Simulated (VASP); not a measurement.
Output of a VASP run:

### OSZICAR
```
       N       E                     dE             d eps       ncg     rms          rms(c)
DAV:   1     0.608528553186E+02    0.60853E+02   -0.60125E+03  1376   0.111E+03
DAV:   2    -0.194584178293E+02   -0.80311E+02   -0.74907E+02  1360   0.236E+02
DAV:   3    -0.232560772076E+02   -0.37977E+01   -0.36848E+01  1744   0.602E+01
DAV:   4    -0.233487261252E+02   -0.92649E-01   -0.92573E-01  1628   0.922E+00
DAV:   5    -0.233516324934E+02   -0.29064E-02   -0.29115E-02  1812   0.169E+00    0.147E+01
DAV:   6    -0.260062415820E+02   -0.26546E+01   -0.34197E+01  1668   0.130E+02    0.159E+01
DAV:   7    -0.219850202906E+02    0.40212E+01   -0.14927E+01  1772   0.103E+02    0.397E+00
DAV:   8    -0.219630830860E+02    0.21937E-01   -0.85232E-01  1536   0.712E+00    0.180E+00
DAV:   9    -0.219296110325E+02    0.33472E-01   -0.11225E-01  1756   0.735E+00    0.439E-01
DAV:  10    -0.219291056544E+02    0.50538E-03   -0.73730E-03  1772   0.123E+00    0.130E-01
DAV:  11    -0.219289893575E+02    0.11630E-03   -0.86561E-04  1820   0.631E-01    0.429E-02
DAV:  12    -0.219289857178E+02    0.36396E-05   -0.37480E-05  1728   0.720E-02    0.138E-02
DAV:  13    -0.219289822704E+02    0.34474E-05   -0.28253E-06  2124   0.239E-02    0.557E-03
DAV:  14    -0.219289820419E+02    0.22854E-06   -0.17883E-07  1196   0.386E-03    0.330E-03
DAV:  15    -0.219289830416E+02   -0.99978E-06   -0.23015E-07  1032   0.113E-02    0.741E-04
DAV:  16    -0.219289831700E+02   -0.12841E-06   -0.68518E-08   784   0.197E-03    0.163E-04
DAV:  17    -0.219289831693E+02    0.76875E-09   -0.69862E-09   800   0.117E-03
   1 F= -.21928983E+02 E0= -.21928983E+02  d E =0.000000E+00
```

OUTCAR:
```
------------------------ aborting loop because EDIFF is reached ----------------------------------------
  FORCE on cell =-STRESS in cart. coord.  units (eV):
  Direction    XX          YY          ZZ          XY          YZ          ZX
  --------------------------------------------------------------------------------------
  Total       -0.0303894     -0.0303894     -0.0303894      0.0000000      0.0000000      0.0000000
  in kB       -1.3266190     -1.3266190     -1.3266190      0.0000000      0.0000000      0.0000000
  external PRESSURE =      -1.3266190 kB  Pullay stress =       0.0000000 kB
  volume of cell :       36.70
      direct lattice vectors                 reciprocal lattice vectors
     0.000000000  2.637658807  2.637658807    -0.189562046  0.189562046  0.189562046
     2.637658807  0.000000000  2.637658807     0.189562046 -0.189562046  0.189562046
     2.637658807  2.637658807  0.000000000     0.189562046  0.189562046 -0.189562046
 POSITION                                       TOTAL-FORCE (eV/Angst)
 -----------------------------------------------------------------------------------
      0.00000      0.00000      0.00000        -0.000000     -0.000000     -0.000000
      1.31883      1.31883      1.31883         0.000000      0.000000      0.000000
      3.95649      3.95649      3.95649         0.000000     -0.000000     -0.000000
 -----------------------------------------------------------------------------------
    total drift:                               -0.000000      0.000000      0.000000
  FREE ENERGIE OF THE ION-ELECTRON SYSTEM (eV)
  ---------------------------------------------------
  free  energy   TOTEN  =       -21.9289831693 eV

  energy  without entropy=      -21.9289831693  energy(sigma->0) =      -21.92898317

 total charge

# of ion       s       p       d       tot
------------------------------------------
    1        0.568   0.773   7.664   9.005
    2        0.723   0.909   0.000   1.632
    3        0.723   0.909   0.000   1.632
--------------------------------------------------
tot          2.013   2.592   7.664  12.268

 Electric field gradients after diagonalization (V/A^2)
 (convention: |V_zz| > |V_xx| > |V_yy|)
----------------------------------------------------------------------
 ion       V_xx      V_yy      V_zz     asymmetry (V_yy - V_xx)/ V_zz
----------------------------------------------------------------------
   1       0.002     0.002    -0.004       0.000
   2       0.000     0.000    -0.000       0.000
   3       0.000     0.000    -0.000       0.000
```
(Selected blocks of OUTCAR.)

**POSCAR**
```
CoSi2
1
   -0.0000000000     2.6376588072     2.6376588072
    2.6376588072    -0.0000000000     2.6376588072
    2.6376588072     2.6376588072    -0.0000000000
Co Si
1 2
Direct
  0.0000000000   0.0000000000   0.0000000000
  0.2500000000   0.2500000000   0.2500000000
  0.7500000000   0.7500000000   0.7500000000
```

Question: Reconstruct the remaining input files.

Answer: Several could match; the one computed here: the input of the run itself, LDA (Ceperley-Alder, Perdew-Zunger), plane waves, VASP's LDA PAW potentials (set 64).

INCAR:
```
ALGO = Normal
EDIFF = 1E-7
ENCUT = 400
ISIF = 2
ISMEAR = -5
LASPH = .TRUE.
LCHARG = .TRUE.
LEFG = .TRUE.
LMAXMIX = 4
LORBIT = 11
LREAL = .FALSE.
LWAVE = .FALSE.
NEDOS = 601
NELM = 100
PREC = Accurate
SYSTEM = CoSi2
```

KPOINTS:
```
Automatic mesh
0
Gamma
11 11 11
0 0 0
```

POTCAR, in this order: Co Si (LDA.64 set). Program: vasp_std.

For a metal the tetrahedron method with Blöchl corrections gives inexact stress and forces.

The compound is CoSi2 in the fluorite structure. It was relaxed first. The run is not spin-polarised, so no magnetic state was tried. The electron count is odd and the run is not spin-polarised, which forces a metal.
